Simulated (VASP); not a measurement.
Calculation: PBE GGA, VASP's PBE PAW potentials (set 64) (plane waves; VASP).

VASP input:

**POSCAR**
```
Bi
1
    4.1658200000    -2.2750000000     0.0000000000
    4.1658200000     2.2750000000     0.0000000000
    2.9234170000     0.0000000000     3.7394270000
Bi
2
Direct
  0.2340000000   0.2340000000   0.2340000000
  0.7660000000   0.7660000000   0.7660000000
```

**KPOINTS**
```
Automatic mesh
0
Gamma
9 9 9
0 0 0
```

### INCAR
```
SYSTEM = Bi
PREC = Accurate
ENCUT = 480
EDIFF = 1E-6
NELM = 100
ALGO = Normal
LREAL = .FALSE.
LASPH = .TRUE.
ISMEAR = 1
SIGMA = 0.1
GGA = PE
LMAXMIX = 4
LWAVE = .FALSE.
LCHARG = .FALSE.
IBRION = 2
ISIF = 3
NSW = 60
EDIFFG = -0.01
```

POTCAR, in this order: Bi (PBE.64 set). Program: vasp_std.

The resulting files:

OUTCAR:
```
 ion  position               nearest neighbor table
   1  0.234  0.234  0.234-   2 3.07   2 3.07   2 3.07   2 3.53   2 3.53   2 3.53
   2  0.766  0.766  0.766-   1 3.07   1 3.07   1 3.07   1 3.53   1 3.53   1 3.53
  LATTYP: Found a trigonal (rhomboedric) cell.
 ALAT       =     4.7465441399
 COS(alpha) =     0.5405504351
 Subroutine PRICEL returns:
 Original cell was already a primitive cell.
 Subroutine GETGRP returns: Found 12 space group operations
The static configuration has the point symmetry D_3d.
The dynamic configuration has the point symmetry D_3d.
 Subroutine INISYM returns: Found 12 space group operations
 Subroutine IBZKPT returns following result:
 Found     85 irreducible k-points:

 Following reciprocal coordinates:
            Coordinates               Weight
  0.000000  0.000000  0.000000      1.000000
  0.111111 -0.000000  0.000000      6.000000
  0.222222 -0.000000  0.000000      6.000000
  0.333333  0.000000 -0.000000      6.000000
  0.444444 -0.000000  0.000000      6.000000
  0.111111  0.111111 -0.000000      6.000000
  0.222222  0.111111  0.000000     12.000000
  0.333333  0.111111  0.000000     12.000000
  0.444444  0.111111  0.000000     12.000000
 -0.444444  0.111111  0.000000     12.000000
 -0.333333  0.111111  0.000000     12.000000
 -0.222222  0.111111  0.000000     12.000000
 -0.111111  0.111111  0.000000      6.000000
  0.222222  0.222222 -0.000000      6.000000
  0.333333  0.222222  0.000000     12.000000
  0.444444  0.222222  0.000000     12.000000
 -0.444444  0.222222  0.000000     12.000000
 -0.333333  0.222222  0.000000     12.000000
 -0.222222  0.222222  0.000000      6.000000
  0.333333  0.333333 -0.000000      6.000000
  0.444444  0.333333 -0.000000     12.000000
 -0.444444  0.333333 -0.000000     12.000000
 -0.333333  0.333333  0.000000      6.000000
  0.444444  0.444444 -0.000000      6.000000
 -0.444444  0.444444  0.000000      6.000000
  0.111111  0.111111  0.111111      2.000000
  0.222222  0.111111  0.111111      6.000000
  0.333333  0.111111  0.111111      6.000000
  0.444444  0.111111  0.111111      6.000000
 -0.444444  0.111111  0.111111      6.000000
 -0.333333  0.111111  0.111111      6.000000
 -0.222222  0.111111  0.111111      6.000000
 -0.111111  0.111111  0.111111      6.000000
  0.222222  0.222222  0.111111      6.000000
  0.333333  0.222222  0.111111     12.000000
  0.444444  0.222222  0.111111     12.000000
 -0.444444  0.222222  0.111111     12.000000
 -0.333333  0.222222  0.111111     12.000000
 -0.222222  0.222222  0.111111     12.000000
 -0.111111  0.222222  0.111111     12.000000
   k-points           NKPTS =     85   k-points in BZ     NKDIM =     85   number of bands    NBANDS=      9
   number of dos      NEDOS =    301   number of ions     NIONS =      2
   total plane-waves  NPLWV =  46656
   dimension x,y,z NGX =    36 NGY =   36 NGZ =   36
   dimension x,y,z NGXF=    72 NGYF=   72 NGZF=   72
   ions per type =               2
   PREC   = accura    normal or accurate (medium, high low for compatibility)
   ISTART =      0    job   : 0-new  1-cont  2-samecut
   ICHARG =      2    charge: 1-file 2-atom 10-const
   ISPIN  =      1    spin polarized calculation?
   LNONCOLLINEAR =      F non collinear calculations
   LSORBIT =      F    spin-orbit coupling
   INIWAV =      1    electr: 0-lowe 1-rand  2-diag
   ENCUT  =  480.0 eV  35.28 Ry    5.94 a.u.   8.48  8.48  8.48*2*pi/ulx,y,z
   NELM   =    100;   NELMIN=  2; NELMDL= -5     # of ELM steps
   EDIFF  = 0.1E-05   stopping-criterion for ELM
   LREAL  =      F    real-space projection
   NLSPLINE    = F    spline interpolate recip. space projectors
...
```

File OSZICAR:
```
       N       E                     dE             d eps       ncg     rms          rms(c)
DAV:   1     0.370463039371E+02    0.37046E+02   -0.35535E+03  1530   0.806E+02
DAV:   2    -0.582724602949E+01   -0.42874E+02   -0.41614E+02  2292   0.105E+02
DAV:   3    -0.772675057227E+01   -0.18995E+01   -0.18957E+01  1879   0.296E+01
DAV:   4    -0.775493580960E+01   -0.28185E-01   -0.27392E-01  1859   0.375E+00
DAV:   5    -0.775559731868E+01   -0.66151E-03   -0.66139E-03  1777   0.534E-01    0.261E+00
DAV:   6    -0.774891963411E+01    0.66777E-02   -0.40612E-03  1716   0.490E-01    0.154E+00
DAV:   7    -0.774480654833E+01    0.41131E-02   -0.87903E-03  1555   0.716E-01    0.104E-01
DAV:   8    -0.774498978343E+01   -0.18324E-03   -0.37221E-04  2315   0.129E-01    0.286E-02
DAV:   9    -0.774499772144E+01   -0.79380E-05   -0.15551E-05  1596   0.337E-02    0.658E-03
DAV:  10    -0.774499912642E+01   -0.14050E-05   -0.23870E-06  1349   0.910E-03    0.261E-03
DAV:  11    -0.774499930485E+01   -0.17843E-06   -0.10313E-06   810   0.625E-03
   1 F= -.77449993E+01 E0= -.77450544E+01  d E =-.774500E+01
       N       E                     dE             d eps       ncg     rms          rms(c)
DAV:   1    -0.779362494781E+01   -0.48626E-01   -0.11540E+00  1621   0.553E+00    0.765E-01
DAV:   2    -0.776840121332E+01    0.25224E-01   -0.53111E-02  1567   0.160E+00    0.479E-01
DAV:   3    -0.775271484313E+01    0.15686E-01   -0.39689E-02  1562   0.951E-01    0.129E-01
DAV:   4    -0.775301633325E+01   -0.30149E-03   -0.14065E-03  2252   0.270E-01    0.123E-01
DAV:   5    -0.775319162699E+01   -0.17529E-03   -0.10626E-04  1615   0.637E-02    0.278E-02
DAV:   6    -0.775320652674E+01   -0.14900E-04   -0.13969E-05  1664   0.234E-02    0.488E-03
DAV:   7    -0.775320772446E+01   -0.11977E-05   -0.18695E-06  1201   0.882E-03    0.929E-04
DAV:   8    -0.775320795050E+01   -0.22604E-06   -0.22722E-07   770   0.337E-03
   2 F= -.77532080E+01 E0= -.77532742E+01  d E =-.820865E-02
       N       E                     dE             d eps       ncg     rms          rms(c)
DAV:   1    -0.776382881359E+01   -0.10621E-01   -0.17406E-01  1612   0.217E+00    0.301E-01
DAV:   2    -0.776002288145E+01    0.38059E-02   -0.71718E-03  1566   0.597E-01    0.186E-01
DAV:   3    -0.775777242261E+01    0.22505E-02   -0.59067E-03  1570   0.364E-01    0.584E-02
DAV:   4    -0.775781316850E+01   -0.40746E-04   -0.20391E-04  2256   0.104E-01    0.538E-02
DAV:   5    -0.775783421137E+01   -0.21043E-04   -0.17880E-05  1595   0.265E-02    0.771E-03
DAV:   6    -0.775783405218E+01    0.15920E-06   -0.18257E-06  1360   0.888E-03
   3 F= -.77578341E+01 E0= -.77578962E+01  d E =-.128347E-01
       N       E                     dE             d eps       ncg     rms          rms(c)
DAV:   1    -0.775783624773E+01   -0.20364E-05   -0.18217E-04  1612   0.694E-02    0.102E-02
DAV:   2    -0.775783159187E+01    0.46559E-05   -0.80789E-06  1557   0.200E-02    0.642E-03
DAV:   3    -0.775782826556E+01    0.33263E-05   -0.65011E-06  1554   0.121E-02    0.182E-03
DAV:   4    -0.775782837833E+01   -0.11277E-06   -0.16410E-07   765   0.351E-03
   4 F= -.77578284E+01 E0= -.77578905E+01  d E =-.128291E-01
       N       E                     dE             d eps       ncg     rms          rms(c)
DAV:   1    -0.775795423057E+01   -0.12597E-03   -0.32048E-03  1561   0.319E-01    0.200E-02
DAV:   2    -0.775794918236E+01    0.50482E-05   -0.66750E-05  1642   0.518E-02    0.115E-02
DAV:   3    -0.775794468241E+01    0.44999E-05   -0.18359E-05  1783   0.241E-02    0.214E-03
DAV:   4    -0.775794483289E+01   -0.15048E-06   -0.10679E-06   895   0.774E-03
   5 F= -.77579448E+01 E0= -.77580070E+01  d E =-.116455E-03
       N       E                     dE             d eps       ncg     rms          rms(c)
DAV:   1    -0.775816220734E+01   -0.21752E-03   -0.24822E-02  1561   0.886E-01    0.555E-02
DAV:   2    -0.775812097854E+01    0.41229E-04   -0.52351E-04  1642   0.145E-01    0.321E-02
DAV:   3    -0.775808560818E+01    0.35370E-04   -0.14476E-04  1782   0.675E-02    0.607E-03
DAV:   4    -0.775808674432E+01   -0.11361E-05   -0.90785E-06  1632   0.217E-02    0.335E-03
DAV:   5    -0.775808708766E+01   -0.34334E-06   -0.12773E-06   830   0.755E-03
   6 F= -.77580871E+01 E0= -.77581371E+01  d E =-.258709E-03
       N       E                     dE             d eps       ncg     rms          rms(c)
DAV:   1    -0.775812204872E+01   -0.35304E-04   -0.20413E-03  1685   0.262E-01    0.164E-02
DAV:   2    -0.775812418599E+01   -0.21373E-05   -0.99165E-05  1608   0.650E-02    0.102E-02
DAV:   3    -0.775812080094E+01    0.33850E-05   -0.78392E-06  1712   0.151E-02    0.196E-03
DAV:   4    -0.775812090352E+01   -0.10258E-06   -0.65975E-07   773   0.511E-03
   7 F= -.77581209E+01 E0= -.77581696E+01  d E =-.338159E-04
       N       E                     dE             d eps       ncg     rms          rms(c)
DAV:   1    -0.775812131908E+01   -0.51814E-06   -0.24450E-05  1680   0.285E-02    0.203E-03
DAV:   2    -0.775812119616E+01    0.12292E-06   -0.13231E-06  1353   0.752E-03
   8 F= -.77581212E+01 E0= -.77581700E+01  d E =-.341085E-04
       N       E                     dE             d eps       ncg     rms          rms(c)
DAV:   1    -0.775815569516E+01   -0.34376E-04   -0.14196E-03  1540   0.203E-01    0.138E-02
DAV:   2    -0.775815156713E+01    0.41280E-05   -0.61999E-05  1613   0.524E-02    0.877E-03
DAV:   3    -0.775814568515E+01    0.58820E-05   -0.11022E-05  1687   0.170E-02    0.165E-03
DAV:   4    -0.775814570897E+01   -0.23826E-07   -0.64870E-07   766   0.533E-03
   9 F= -.77581457E+01 E0= -.77581938E+01  d E =-.245128E-04
```

**OUTCAR**
```
------------------------ aborting loop because EDIFF is reached ----------------------------------------
  FORCE on cell =-STRESS in cart. coord.  units (eV):
  Direction    XX          YY          ZZ          XY          YZ          ZX
  --------------------------------------------------------------------------------------
  Total        0.0157190      0.0124920      0.0128482      0.0000000      0.0000000      0.0010722
  in kB        0.3433370      0.2728514      0.2806321      0.0000000      0.0000000      0.0234184
  external PRESSURE =       0.2989402 kB  Pullay stress =       0.0000000 kB
  volume of cell :       73.35
      direct lattice vectors                 reciprocal lattice vectors
     4.234682736 -2.294470381  0.011033805     0.118315612 -0.217915212 -0.093266010
     4.234682736  2.294470381  0.011033805     0.118315612  0.217915212 -0.093266010
     2.981646737 -0.000000000  3.782464360    -0.000690276  0.000000000  0.264922036
 POSITION                                       TOTAL-FORCE (eV/Angst)
 -----------------------------------------------------------------------------------
      2.68212     -0.00000      0.89112        -0.001994      0.000000     -0.000663
      8.76889     -0.00000      2.91341         0.001994     -0.000000      0.000663
 -----------------------------------------------------------------------------------
    total drift:                                0.000000      0.000000      0.000000
  FREE ENERGIE OF THE ION-ELECTRON SYSTEM (eV)
  ---------------------------------------------------
  free  energy   TOTEN  =        -7.7581457090 eV

  energy  without entropy=       -7.7582900165  energy(sigma->0) =       -7.75819381

 reached required accuracy - stopping structural energy minimisation
```
(Selected blocks of OUTCAR.)

CONTCAR:
```
Bi
   1.00000000000000
     4.2346827362740163   -2.2944703812792269    0.0110338047439779
     4.2346827362740163    2.2944703812792269    0.0110338047439779
     2.9816467365677464   -0.0000000000000000    3.7824643598457683
  Bi
     2
Direct
     0.2342259951593939    0.2342259951593939    0.2342259951584712
     0.7657740048406061    0.7657740048406061    0.7657740048415286
```

Energy and stress use the plane-wave basis of the starting cell.

The compound is Bi in the a7 structure. This run relaxes it. Symmetry was kept, so distortions that lower it aren't found.
